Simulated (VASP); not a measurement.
Output of a VASP run:

**OUTCAR**
```
 ion  position               nearest neighbor table
   1  0.750  0.500  0.344-   7 2.67   8 2.67   3 2.75   3 2.75   4 2.75   4 2.75   5 3.11   6 3.11
                             2 3.17   2 3.17
   2  0.250  0.500  0.344-   7 2.67   8 2.67   3 2.75   3 2.75   4 2.75   4 2.75   6 3.11   5 3.11
                             1 3.17   1 3.17
   3  0.750  0.000  0.344-   5 2.67   6 2.67   1 2.75   1 2.75   2 2.75   2 2.75   7 3.11   8 3.11
                             4 3.17   4 3.17
   4  0.250  0.000  0.344-   5 2.68   6 2.68   2 2.75   2 2.75   1 2.75   1 2.75   8 3.11   7 3.11
                             3 3.17   3 3.17
   5  0.999  0.000  0.447-   3 2.67   4 2.68  11 2.70   7 2.74   8 2.74  12 2.75   7 2.75   8 2.75
                             1 3.11   2 3.11   6 3.16   6 3.18   9 3.20  10 3.20
   6  0.501  0.000  0.447-   3 2.67   4 2.68  11 2.70   8 2.74   7 2.74  12 2.75   8 2.75   7 2.75
                             1 3.11   2 3.11   5 3.16   5 3.18   9 3.20  10 3.20
   7  0.001  0.498  0.447-   2 2.67   1 2.67   5 2.74   6 2.74   5 2.75   6 2.75  10 2.78   9 2.78
                             4 3.11   3 3.11  11 3.14  12 3.16   8 3.17   8 3.17
   8  0.499  0.502  0.447-   2 2.67   1 2.67   6 2.74   5 2.74   6 2.75   5 2.75  10 2.78   9 2.78
                             4 3.11   3 3.11  11 3.14  12 3.16   7 3.17   7 3.17
   9  0.750  0.500  0.557-  15 2.71  16 2.71  12 2.75  12 2.75  11 2.75  11 2.75   7 2.78   8 2.78
                            13 3.11  14 3.11  10 3.17  10 3.17   5 3.20   6 3.20
  10  0.250  0.500  0.557-  15 2.71  16 2.71  12 2.75  12 2.75  11 2.75  11 2.75   7 2.78   8 2.78
                            14 3.11  13 3.11   9 3.17   9 3.17   6 3.20   5 3.20
  11  0.750  0.000  0.553-  13 2.69  14 2.69   5 2.70   6 2.70   9 2.75   9 2.75  10 2.75  10 2.75
                             7 3.14   8 3.14  12 3.17  12 3.17  16 3.28  15 3.28
  12  0.250  0.000  0.555-   5 2.75   6 2.75  10 2.75  10 2.75   9 2.75   9 2.75  14 2.77  13 2.77
                            16 3.10  15 3.10   7 3.16   8 3.16  11 3.17  11 3.17
  13  0.984  0.000  0.661-  17 2.00  11 2.69  15 2.73  16 2.73  15 2.77  16 2.77  12 2.77  14 2.96
                             9 3.11  10 3.11  14 3.38
  14  0.516  0.000  0.661-  17 2.00  11 2.69  16 2.73  15 2.73  16 2.77  15 2.77  12 2.77  13 2.96
                             9 3.11  10 3.11  13 3.38
  15  0.011  0.478  0.663-  17 2.38  10 2.71   9 2.71  13 2.73  14 2.73  13 2.77  14 2.77  12 3.10
                            16 3.18  16 3.18  11 3.28
  16  0.489  0.522  0.663-  17 2.38  10 2.71   9 2.71  14 2.73  13 2.73  14 2.77  13 2.77  12 3.10
                            15 3.18  15 3.18  11 3.28
  17  0.250  0.000  0.713-  13 2.00  14 2.00  15 2.38  16 2.38
  LATTYP: Found a base centered orthorhombic cell.
 ALAT       =     6.3448992463
 B/A-ratio  =     1.4142136076
 C/A-ratio  =     3.2758500000
 Subroutine PRICEL returns:
 Original cell was already a primitive cell.
 Subroutine GETGRP returns: Found  4 space group operations
The static configuration has the point symmetry C_1h.
 The point group associated with its full space group is C_2v.
The dynamic configuration has the point symmetry C_1h.
 Subroutine INISYM returns: Found  4 space group operations
 Subroutine IBZKPT returns following result:
 Found     16 irreducible k-points:

 Following reciprocal coordinates:
            Coordinates               Weight
  0.000000  0.000000  0.000000      1.000000
  0.200000  0.000000  0.000000      2.000000
  0.400000 -0.000000  0.000000      2.000000
  0.000000  0.166667  0.000000      2.000000
  0.200000  0.166667  0.000000      2.000000
  0.400000  0.166667  0.000000      2.000000
 -0.400000  0.166667  0.000000      2.000000
 -0.200000  0.166667  0.000000      2.000000
  0.000000  0.333333  0.000000      2.000000
  0.200000  0.333333  0.000000      2.000000
  0.400000  0.333333  0.000000      2.000000
 -0.400000  0.333333  0.000000      2.000000
 -0.200000  0.333333  0.000000      2.000000
  0.000000  0.500000  0.000000      1.000000
  0.200000  0.500000  0.000000      2.000000
  0.400000  0.500000  0.000000      2.000000
   k-points           NKPTS =     16   k-points in BZ     NKDIM =     16   number of bands    NBANDS=     60
   number of dos      NEDOS =    301   number of ions     NIONS =     17
   total plane-waves  NPLWV =  96768
   dimension x,y,z NGX =    32 NGY =   28 NGZ =  108
   dimension x,y,z NGXF=    64 NGYF=   56 NGZF=  216
   ions per type =              16   1
   PREC   = normal    normal or accurate (medium, high low for compatibility)
   ISTART =      1    job   : 0-new  1-cont  2-samecut
   ICHARG =      0    charge: 1-file 2-atom 10-const
   ISPIN  =      1    spin polarized calculation?
   LNONCOLLINEAR =      F non collinear calculations
   LSORBIT =      F    spin-orbit coupling
   INIWAV =      1    electr: 0-lowe 1-rand  2-diag
   ENCUT  =  400.0 eV  29.40 Ry    5.42 a.u.  10.35  8.96 33.89*2*pi/ulx,y,z
...
```

File OSZICAR:
```
       N       E                     dE             d eps       ncg     rms          rms(c)
DAV:   1    -0.206053130595E+03   -0.20605E+03   -0.28168E-02  3680   0.585E-01    0.331E-01
DAV:   2    -0.206534828618E+03   -0.48170E+00   -0.27524E+00  3776   0.541E+00    0.239E+00
DAV:   3    -0.206038936360E+03    0.49589E+00   -0.16971E+00  3760   0.489E+00    0.254E-01
DAV:   4    -0.206045277950E+03   -0.63416E-02   -0.68264E-02  3056   0.696E-01    0.727E-02
DAV:   5    -0.206045453488E+03   -0.17554E-03   -0.41229E-03  3024   0.188E-01    0.275E-02
DAV:   6    -0.206045475029E+03   -0.21541E-04   -0.46044E-04  2776   0.727E-02    0.213E-02
DAV:   7    -0.206045481853E+03   -0.68238E-05   -0.63965E-05  3288   0.229E-02    0.231E-02
DAV:   8    -0.206045481626E+03    0.22750E-06   -0.58721E-06  1960   0.813E-03
   1 F= -.20604548E+03 E0= -.20604342E+03  d E =-.618477E-02
```

File OUTCAR:
```
------------------------ aborting loop because EDIFF is reached ----------------------------------------
  FORCE on cell =-STRESS in cart. coord.  units (eV):
  Direction    XX          YY          ZZ          XY          YZ          ZX
  --------------------------------------------------------------------------------------
  Total      -10.4169239    -13.5292770     -0.3905466      0.0000000      0.0000000      0.0000000
  in kB      -28.2076469    -36.6354860     -1.0575485      0.0000000      0.0000000      0.0000000
  external PRESSURE =     -21.9668938 kB  Pullay stress =       0.0000000 kB
  volume of cell :      591.67
      direct lattice vectors                 reciprocal lattice vectors
     6.344899246  0.000000000  0.000000000     0.157606916 -0.111444915  0.000000000
     3.172449623  4.486521426  0.000000000     0.000000000  0.222889830  0.000000000
     0.000000000  0.000000000 20.784938196     0.000000000  0.000000000  0.048111762
 POSITION                                       TOTAL-FORCE (eV/Angst)
 -----------------------------------------------------------------------------------
      6.34490      2.24326      7.14745        -0.000000      0.000000      0.002554
      3.17245      2.24326      7.14745        -0.000000     -0.000000      0.002554
      4.75867      0.00000      7.14841        -0.000000      0.000000      0.005016
      1.58622      0.00000      7.14252        -0.000000      0.000000      0.006850
      6.34100      0.00000      9.29998         0.009077      0.000000     -0.008829
      3.17635      0.00000      9.29998        -0.009077      0.000000     -0.008829
      1.58622      2.23431      9.29938         0.000000     -0.003233      0.005325
      4.75867      2.25221      9.29938        -0.000000      0.003233      0.005325
      6.34490      2.24326     11.58286        -0.000000      0.000000      0.009884
      3.17245      2.24326     11.58286        -0.000000      0.000000      0.009884
      4.75867      0.00000     11.49093        -0.000000      0.000000      0.010700
      1.58622      0.00000     11.53812        -0.000000      0.000000     -0.011140
      6.24085      0.00000     13.73751        -0.018072      0.000000     -0.011638
      3.27649      0.00000     13.73751         0.018072      0.000000     -0.011638
      1.58622      2.14567     13.78179         0.000000     -0.008158      0.009663
      4.75867      2.34085     13.78179        -0.000000      0.008158      0.009663
      1.58622      0.00000     14.81099        -0.000000      0.000000     -0.025342
 -----------------------------------------------------------------------------------
    total drift:                                0.000008      0.000012      0.004488
  FREE ENERGIE OF THE ION-ELECTRON SYSTEM (eV)
  ---------------------------------------------------
  free  energy   TOTEN  =      -206.0454816256 eV

  energy  without entropy=     -206.0392968561  energy(sigma->0) =     -206.04342004

 total charge

# of ion       s       p       d       tot
------------------------------------------
    1        0.684   0.546   4.076   5.306
    2        0.684   0.546   4.076   5.306
    3        0.686   0.548   4.070   5.304
    4        0.683   0.547   4.064   5.294
    5        0.687   0.715   4.215   5.617
    6        0.687   0.715   4.215   5.617
    7        0.681   0.709   4.197   5.587
    8        0.681   0.709   4.197   5.587
    9        0.671   0.701   4.168   5.540
   10        0.671   0.701   4.168   5.540
   11        0.691   0.697   4.226   5.613
   12        0.667   0.696   4.175   5.539
   13        0.695   0.717   4.175   5.587
   14        0.695   0.717   4.175   5.587
   15        0.653   0.583   4.042   5.278
   16        0.653   0.583   4.042   5.278
   17        0.907   1.439   0.000   2.346
--------------------------------------------------
tot         11.775  11.867  66.282  89.924
```
(Selected blocks of OUTCAR.)

File POSCAR:
```
W16C
1
    6.3448992463     0.0000000000     0.0000000000
    3.1724496231     4.4865214264     0.0000000000
    0.0000000000     0.0000000000    20.7849381958
W C
16 1
Direct
  0.7500000000   0.5000000000   0.3438766238
  0.2500000000   0.5000000000   0.3438766238
  0.7500000000   0.0000000000   0.3439228172
  0.2500000000   0.0000000000   0.3436390428
  0.9993853184   0.0000000000   0.4474384543
  0.5006146816   0.0000000000   0.4474384543
  0.0009975971   0.4980048058   0.4474096079
  0.4990024029   0.5019951942   0.4474096079
  0.7500000000   0.5000000000   0.5572717613
  0.2500000000   0.5000000000   0.5572717613
  0.7500000000   0.0000000000   0.5528491040
  0.2500000000   0.0000000000   0.5551190502
  0.9836018297   0.0000000000   0.6609356847
  0.5163981703   0.0000000000   0.6609356847
  0.0108754535   0.4782490930   0.6630659746
  0.4891245465   0.5217509070   0.6630659746
  0.2500000000   0.0000000000   0.7125827727
```

Q: Write an INCAR and KPOINTS that could have produced this output.

A: One answer among several that fit: the input of the run itself, PBE GGA, plane waves, VASP's PBE PAW potentials (set 64).

**INCAR**
```
SYSTEM=W16C
PREC=Normal; ENCUT=400; LREAL=.False.
LASPH=.True.
EDIFF=1E-6; NELM=100; NELMIN=4
ALGO=Normal; LMAXMIX=6
ISMEAR=1; SIGMA=0.1
GGA=PE
LWAVE=.False.; LCHARG=.False.; LORBIT=11
LVHAR=.True.
DIPOL=0.5 0.5 0.5
LDIPOL=.True.; IDIPOL=3
```

**KPOINTS**
```
Regular mesh
0
gamma
5 6 1
```

POTCAR, in this order: W C (PBE.64 set). Program: vasp_std. Read from the step before: WAVECAR.

At this cut-off the stress carries a Pulay error, which pulls relaxed volumes low.

The cell is a thin slab with vacuum, built from W (bcc): (110) face, C adsorbed.
